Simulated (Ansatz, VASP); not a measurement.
**Cross-check of GaCuSe2 between VASP and Ansatz**

Aim: how closely do two programs agree when they are given the same cell, functional and k mesh? The cell is taken from a series of runs on this material, whose earlier steps may have relaxed, scaled, displaced or heated it; both programs get it as it stands.

Program: Ansatz 0.2.0. Level of theory: plane waves, with VASP 6.6.1 beside it; single point at HSE06. Results are calculated unless marked as measured.

## Step 1: The starting structure

Symmetry: I-42d, No. 122, tetragonal system. The conventional cell has a = 5.591 Å, b = 5.591 Å, c = 11.026 Å, α = 90.00°, β = 90.00°, γ = 90.00°. Nearest to Ga lie 4 Se at 2.43 Å. Nearest to Cu lie 4 Se at 2.39 Å. Nearest to Se lie 2 Cu at 2.39 Å and 2 Ga at 2.43 Å. Farther neighbours and most contacts between anions are not listed.

Structure file:

```cif
data_structure
_symmetry_space_group_name_H-M 'I-42d'
_symmetry_Int_Tables_number 122
_cell_length_a 5.5910
_cell_length_b 5.5910
_cell_length_c 11.0260
_cell_angle_alpha 90.000
_cell_angle_beta 90.000
_cell_angle_gamma 90.000
_cell_volume 344.67
loop_
_atom_site_label
_atom_site_type_symbol
_atom_site_symmetry_multiplicity
_atom_site_Wyckoff_symbol
_atom_site_fract_x
_atom_site_fract_y
_atom_site_fract_z
_atom_site_occupancy
Ga1 Ga 4 b 0.50000 0.50000 0.00000 1
Cu1 Cu 4 a 0.00000 0.00000 0.00000 1
Se1 Se 8 d 0.24318 0.25000 0.12500 1
```

## Step 2: VASP: single point, HSE06

With cell and atoms fixed, the geometry can't cause a difference; cores, projectors, grids and the points listed under the comparison can.

Lines of VASP's logs that name or quote its potential files are left out, and so is its time.

The run reads the wave functions of an earlier VASP run, which isn't shown here.

INCAR reads:

```
SYSTEM = GaCuSe2
PREC = Accurate
ENCUT = 400
EDIFF = 1E-06
NELM = 100
ISMEAR = 0
SIGMA = 0.01
LREAL = .FALSE.
ALGO = Normal
LHFCALC = .TRUE.
AEXX = 0.25
GGA = PE
HFSCREEN = 0.208
LASPH = .TRUE.
NBANDS = 44
PRECFOCK = Fast
LORBIT = 11
LWAVE = .FALSE.
LCHARG = .FALSE.
KPAR = 8
NCORE = 2
ISIF = 2
```

POSCAR reads:

```
GaCuSe2
1.0
   -2.7955022500      2.7955022500      5.5130000000
    2.7955022500     -2.7955022500      5.5130000000
    2.7955022500      2.7955022500     -5.5130000000
Ga Cu Se
2 2 4
Direct
    0.5000000000      0.5000000000      0.0000000000
    0.2500000000      0.7500000000      0.5000000000
    0.0000000000      0.0000000000      0.0000000000
    0.7500000000      0.2500000000      0.5000000000
    0.3750000000      0.3681753930      0.4931753930
    0.6318246070      0.1250000000      0.0068246070
    0.8750000000      0.8818246070      0.5068246070
    0.1181753930      0.6250000000      0.9931753930
```

KPOINTS reads:

```
Automatic mesh
0
Gamma
4 4 4
0 0 0
```

Potentials, in the order of the species: Ga_d, Cu and Se (PBE family, release 64).

On the command line:

```sh
> mpirun -np 16 vasp_std
```

Numbers of over 12 decimals in the logs are rounded to 6 here.

Output:

```text
[banner, memory and clock lines left out]
running   16 mpi-ranks, on    1 nodes
 distrk:  each k-point on    2 cores,    8 groups
 distr:  one band on    2 cores,    1 groups

 POSCAR found type information on POSCAR GaCuSe
 POSCAR found :  3 types and       8 ions
 LDA part: xc-table for (Slater+PW92), standard interpolation
 found WAVECAR, reading the header
 POSCAR, INCAR and KPOINTS ok, starting setup
 FFT: planning ... GRIDC
 FFT: planning ... GRID_SOFT
 FFT: planning ... GRID
 reading WAVECAR
 the WAVECAR file was read successfully
 initial charge from wavefunction
 entering main loop
       N       E                     dE             d eps       ncg     rms          rms(c)
DAV:   1    -0.368590907362E+02   -0.36859E+02   -0.32902E+00  1768   0.467E+01    0.324E+00
DAV:   2    -0.366868641642E+02    0.17223E+00   -0.22989E+00  1484   0.374E+01    0.259E+00
DAV:   3    -0.367239153122E+02   -0.37051E-01   -0.25835E-01  1288   0.325E+00    0.168E+00
DAV:   4    -0.367183668481E+02    0.55485E-02   -0.54363E-02  1420   0.539E+00    0.995E-01
DAV:   5    -0.367182912190E+02    0.75629E-04   -0.11121E-02  1824   0.160E+00    0.551E-01
DAV:   6    -0.367180380884E+02    0.25313E-03   -0.12206E-03  1724   0.553E-01    0.297E-01
DAV:   7    -0.367179242244E+02    0.11386E-03   -0.30335E-04  1728   0.321E-01    0.161E-01
DAV:   8    -0.367178942401E+02    0.29984E-04   -0.56345E-05  1372   0.366E-02    0.878E-02
DAV:   9    -0.367178833870E+02    0.10853E-04   -0.10551E-05  1600   0.532E-02    0.477E-02
DAV:  10    -0.367178797989E+02    0.35881E-05   -0.22479E-06   872   0.166E-02    0.271E-02
DAV:  11    -0.367178786677E+02    0.11313E-05   -0.13865E-06   712   0.968E-03    0.148E-02
DAV:  12    -0.367178783704E+02    0.29723E-06   -0.83690E-07   688   0.122E-02
   1 F= -.36717878E+02 E0= -.36717878E+02  d E =-.893457E-38
```

From OUTCAR (step 2):

```text
ion  position               nearest neighbor table
   1  0.500  0.500  0.000-   8 2.43   5 2.43   7 2.43   6 2.43
   2  0.250  0.750  0.500-   5 2.43   8 2.43   7 2.43   6 2.43
   3  0.000  0.000  0.000-   6 2.39   7 2.39   8 2.39   5 2.39
   4  0.750  0.250  0.500-   5 2.39   6 2.39   7 2.39   8 2.39
   5  0.375  0.368  0.493-   4 2.39   3 2.39   1 2.43   2 2.43
   6  0.632  0.125  0.007-   3 2.39   4 2.39   1 2.43   2 2.43
   7  0.875  0.882  0.507-   3 2.39   4 2.39   2 2.43   1 2.43
   8  0.118  0.625  0.993-   3 2.39   4 2.39   2 2.43   1 2.43

  LATTYP: Found a body centered tetragonal cell.
 ALAT       =     5.5910045000
 C/A-ratio  =     1.9720964274

 Subroutine GETGRP returns: Found  8 space group operations
 (whereof  4 operations were pure point group operations)

The static configuration has the point symmetry S_4 .
 The point group associated with its full space group is D_2d.

 Found     13 irreducible k-points:

   k-points           NKPTS =     13   k-points in BZ     NKDIM =     64   number of bands    NBANDS=     44

   dimension x,y,z NGX =    48 NGY =   48 NGZ =   48
   dimension x,y,z NGXF=    96 NGYF=   96 NGZF=   96

   ENCUT  =  400.0 eV  29.40 Ry    5.42 a.u.  11.06 11.06 11.06*2*pi/ulx,y,z

   NELECT =      72.0000    total number of electrons

 k-points in reciprocal lattice and weights: Automatic mesh
   0.00000000  0.00000000  0.00000000       0.016
   0.25000000  0.00000000  0.00000000       0.125
   0.50000000  0.00000000  0.00000000       0.062
   0.25000000  0.25000000  0.00000000       0.125
   0.50000000  0.25000000  0.00000000       0.250
  -0.25000000  0.25000000  0.00000000       0.062
   0.50000000  0.50000000  0.00000000       0.031
   0.25000000  0.25000000  0.25000000       0.031
  -0.25000000  0.25000000  0.25000000       0.062
   0.50000000  0.50000000  0.25000000       0.062
  -0.25000000  0.50000000  0.25000000       0.125
  -0.25000000 -0.25000000  0.25000000       0.031
   0.50000000  0.50000000  0.50000000       0.016

  exchange ACFDT corr.  =         0.00000000  see jH, gK, PRB 81, 115126

 average (electrostatic) potential at core
       1 -60.0284       2 -60.0284       3 -58.4841       4 -58.4841       5 -50.9557
       6 -50.9557       7 -50.9557       8 -50.9557

 E-fermi :   3.5150

 k-point     1 :       0.0000    0.0000    0.0000
  band No.  band energies     occupation
    ...
     32       1.1926      2.00000
     33       1.2842      2.00000
     34       3.3254      2.00000
     35       3.3254      2.00000
     36       3.4265      2.00000
     37       4.7685      0.00000
     38       6.2217      0.00000
     39       6.6064      0.00000
     40       8.4967      0.00000
     41       8.4968      0.00000
    ...

 k-point     2 :       0.2500    0.0000    0.0000
  band No.  band energies     occupation
    ...
     32       1.4203      2.00000
     33       1.5255      2.00000
     34       2.1330      2.00000
     35       2.7334      2.00000
     36       3.1356      2.00000
     37       6.0618      0.00000
     38       6.9472      0.00000
     39       7.2355      0.00000
     40       7.8313      0.00000
     41       8.0151      0.00000
    ...

 k-point     3 :       0.5000    0.0000    0.0000
  band No.  band energies     occupation
    ...
     32       1.5804      2.00000
     33       1.7557      2.00000
     34       1.9101      2.00000
     35       1.9745      2.00000
     36       2.7163      2.00000
     37       6.7135      0.00000
     38       7.0736      0.00000
     39       7.6757      0.00000
     40       8.7289      0.00000
     41       8.7314      0.00000
    ...

  Total        1.3482399      1.3482399      1.5890604      0.0000000      0.0000000      0.0000000
  in kB       12.5345887     12.5345887     14.7734970      0.0000000      0.0000000      0.0000000
  external PRESSURE =      13.2808915 kB  Pullay stress =       0.0000000 kB

  energy-cutoff  :      400.00
  volume of cell :      172.33
      direct lattice vectors                 reciprocal lattice vectors
    -2.795502250  2.795502250  5.513000000     0.000000000  0.178858736  0.090694722
     2.795502250 -2.795502250  5.513000000     0.178858736  0.000000000  0.090694722
     2.795502250  2.795502250 -5.513000000     0.178858736  0.178858736  0.000000000

 POSITION                                       TOTAL-FORCE (eV/Angst)
 -----------------------------------------------------------------------------------
      0.00000      0.00000      5.51300        -0.000000      0.000000      0.000000
      2.79550      0.00000      2.75650        -0.000000      0.000000     -0.000000
      0.00000      0.00000      0.00000        -0.000000     -0.000000      0.000000
      0.00000      2.79550      2.75650        -0.000000      0.000000     -0.000000
      1.35959      1.39775      1.37825         0.413187     -0.000000     -0.000000
     -1.39775      1.43591      4.13475        -0.000000     -0.413187      0.000000
      1.43591      1.39775      6.89125        -0.413187      0.000000      0.000000
      4.19325      1.35959     -1.37825        -0.000000      0.413187     -0.000000
 -----------------------------------------------------------------------------------
    total drift:                               -0.000010      0.000001     -0.000027

  FREE ENERGIE OF THE ION-ELECTRON SYSTEM (eV)
  ---------------------------------------------------
  free  energy   TOTEN  =       -36.7178783704 eV

  energy  without entropy=      -36.7178783704  energy(sigma->0) =      -36.71787837

 total charge
# of ion       s       p       d       tot
------------------------------------------
    1        0.821   0.719  10.038  11.578
    2        0.821   0.719  10.038  11.578
    3        0.353   0.355   9.369  10.077
    4        0.353   0.355   9.369  10.077
    5        1.452   2.453   0.048   3.953
    6        1.452   2.453   0.048   3.953
    7        1.452   2.453   0.048   3.953
    8        1.452   2.453   0.048   3.953
--------------------------------------------------
tot          8.157  11.960  39.006  59.123

[... 3 further parts left out ...]
```

The run ends at a pressure of 1.33 GPa, with forces up to 0.41 eV/Å.

[end of part 1 of 2]

[Lines on the potential files, build, host, timing and source positions are cut from VASP's logs without a mark.]

[Logs are printed without paths, hosts, clocks, repeated set-up lines and the standing remarks that a program may print on its own settings, such as how far it seeks lower states.]

[Hosts, paths, dates, database ids (printed as entryN), source tags and the programs' standing remarks are cut or masked in the printed files.]
